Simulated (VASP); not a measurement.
An input for Ansatz (written as the equivalent of a VASP run, and not itself run):

Ansatz 0.2 input:
```yaml
crystal:
  lattice:
    - [0.0000000, 2.9183807, 2.9183807]
    - [2.9183807, 0.0000000, 2.9183807]
    - [2.9183807, 2.9183807, 0.0000000]
  atoms:
    - { symbol: Cd, position: [0.0000000, 0.0000000, 0.0000000] }
    - { symbol: S, position: [0.2500000, 0.2500000, 0.2500000] }
kpoints:
  mp_grid: { grid: [8, 8, 8] }
hamiltonian:
  xc: pbesol
  pseudopotentials: { kind: paw }
scf:
  occupations: { method: gaussian, width: 0.05 }
  max_iter: 100
output: { forces: true, stress: true, eigenvalues: true }
```

Problem. Translate this input to VASP (INCAR, KPOINTS, POSCAR, choice of POTCAR).

Solution. Several could match; the one computed here: 
**POSCAR**
```
CdS
1
    0.0000000000     2.9183806671     2.9183806671
    2.9183806671     0.0000000000     2.9183806671
    2.9183806671     2.9183806671     0.0000000000
Cd S
1 1
Direct
  0.0000000000   0.0000000000   0.0000000000
  0.2500000000   0.2500000000   0.2500000000
```

### INCAR
```
# general
SYSTEM   =  CdS
PREC     =  Accurate
ENCUT    =  520
LREAL    =  .FALSE.
LASPH    =  .TRUE.

# electronic loop
EDIFF    =  1E-7
NELM     =  100
ALGO     =  Normal
LMAXMIX  =  4

# smearing
ISMEAR   =  0
SIGMA    =  0.05

# functional
GGA      =  PS

# ions
ISIF     =  2

# output
LWAVE    =  .FALSE.
LCHARG   =  .FALSE.
```

KPOINTS:
```
Automatic mesh
0
Gamma
8 8 8
0 0 0
```

POTCAR, in this order: Cd S (PBE.64 set). Program: vasp_std.

The two are equivalent in intent, not identical: each code has its own PAW files, so the cut-off isn't converted (ENCUT is set for VASP's; basis.ecutwfc is left out, and Ansatz then takes the one that its files recommend); Ansatz stops its SCF on the density residual and VASP on the energy change (EDIFF).

The compound is CdS in the zinc blende structure, a metastable form; wurtzite is the usual one. It was relaxed first.
